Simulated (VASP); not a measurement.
A convergence study with VASP on Li2S (antifluorite): a few settings are varied, all else stays as given below, so the limit is that of these other settings.

```
Li2S
1.0
    0.00000     2.86000     2.86000
    2.86000     0.00000     2.86000
    2.86000     2.86000     0.00000
Li S
2 1
Direct
  0.25000   0.25000   0.25000
  0.75000   0.75000   0.75000
  0.00000   0.00000   0.00000
```

Calculation: HSE06 screened hybrid, VASP's PBE PAW potentials (set 64) (plane waves; VASP). The last row used: 520 eV cut-off, 4×4×4 Γ-centred mesh, Gaussian smearing of 0.050 eV, potentials Li_sv S.

Gaps are read on the run's mesh, which can miss a band edge.

```tsv
setting	E (eV/atom)	pressure (GPa)	gap on the mesh (eV)	electronic steps
ENCUT = 300, PRECFOCK = Fast	(withheld)	(withheld)	4.277	22
ENCUT = 400, PRECFOCK = Fast	-4.5352	-2.94	4.347	22
ENCUT = 300, PRECFOCK = Normal	(withheld)	-6.22	4.277	22
ENCUT = 400, PRECFOCK = Normal	-4.5357	-2.92	4.347	22
ENCUT = 520, PRECFOCK = Normal	-4.5115	-1.03	4.359	22
ENCUT = 300, PRECFOCK = Accurate	-4.8661	-6.22	4.277	22
ENCUT = 400, PRECFOCK = Accurate	-4.5357	-2.92	4.347	22
ENCUT = 520, PRECFOCK = Accurate	-4.5115	-1.03	4.359	22
```

Question: Complete the blanks.

Answer: 
- ENCUT = 300, PRECFOCK = Fast, E (eV/atom): -4.8625
- ENCUT = 300, PRECFOCK = Fast, pressure (GPa): -6.37
- ENCUT = 300, PRECFOCK = Normal, E (eV/atom): -4.8660

Left out are rungs that failed or repeat a setting and relaxations that didn't move; long series are thinned to 24 rows.

The compound is Li2S in the antifluorite structure. The cell was not relaxed at this level.
